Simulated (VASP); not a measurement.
VASP ran on this input.

INCAR:
```
SYSTEM = BP
PREC = Accurate; ENCUT = 520; LREAL = .FALSE.
LASPH = .TRUE.
EDIFF = 1E-6; NELM = 100; ALGO = Normal
ISMEAR = 0; SIGMA = 0.05
GGA = PE
LWAVE = .FALSE.; LCHARG = .TRUE.
```

### POSCAR
```
BP
1
    0.0000000000     2.2731460608     2.2731460608
    2.2731460608     0.0000000000     2.2731460608
    2.2731460608     2.2731460608     0.0000000000
B P
1 1
Direct
  0.0000000000   0.0000000000   0.0000000000
  0.2500000000   0.2500000000   0.2500000000
```

KPOINTS:
```
K-points
0
Gamma
  9 9 9
0 0 0
```

POTCAR, in this order: B P (PBE.64 set). Program: vasp_std.

Translate this PBE calculation to Ansatz.

One equivalent input (not run):
Ansatz 0.2 input:
```yaml
crystal:
  lattice:
    - [0.0000000, 2.2731461, 2.2731461]
    - [2.2731461, 0.0000000, 2.2731461]
    - [2.2731461, 2.2731461, 0.0000000]
  atoms:
    - { symbol: B, position: [0.0000000, 0.0000000, 0.0000000] }
    - { symbol: P, position: [0.2500000, 0.2500000, 0.2500000] }
kpoints:
  mp_grid: { grid: [9, 9, 9] }
hamiltonian:
  xc: pbe
  pseudopotentials: { kind: paw }
scf:
  occupations: { method: gaussian, width: 0.05 }
  max_iter: 100
output: { forces: true, stress: true, eigenvalues: true }
```
What does not carry over: each code has its own PAW files, so the cut-off isn't converted (ENCUT is set for VASP's; basis.ecutwfc is left out, and Ansatz then takes the one that its files recommend); Ansatz stops its SCF on the density residual and VASP on the energy change (EDIFF).

The compound is BP in the zinc blende structure. It was relaxed first.
